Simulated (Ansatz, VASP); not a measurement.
**One calculation of Si, two programs**

```
Si
1.0
     0.00000    2.71692    2.71692
     2.71692    0.00000    2.71692
     2.71692    2.71692    0.00000
Si
2
Direct
  0.25000 0.25000 0.25000
  0.00000 0.00000 0.00000
```

Alike in both runs: functional PBEsol; k mesh 10 × 10 × 10; occupations gaussian, width 0.02 eV; no spin polarisation.

Ansatz relaxed the structure, and its values are those at the end. VASP's run is a single point on that final structure, the one shown.

```csv
,VASP,Ansatz
version,VASP 6.6.1,Ansatz 0.2.0
potentials or method,"VASP PAW PBE potentials, release 64 (Si)","scalar-relativistic, plane waves, PAW"
plane-wave cutoff (eV),520,420
valence electrons in the cell,8,8
```

|  | VASP | Ansatz | Ansatz less VASP |
| --- | --- | --- | --- |
| gap on the k mesh at the Fermi level (eV) | 0.47 | 0.47 | +0.005 |
| least direct gap on the mesh (eV) | 2.52 | 2.52 | +0.003 |
| pressure (GPa) | 0.1 | 0.0 | -0.10 |

Caveats: the PAW data sets were made with another functional, which shifts forces and pressure a little (VASP). A k mesh can miss the band edges.
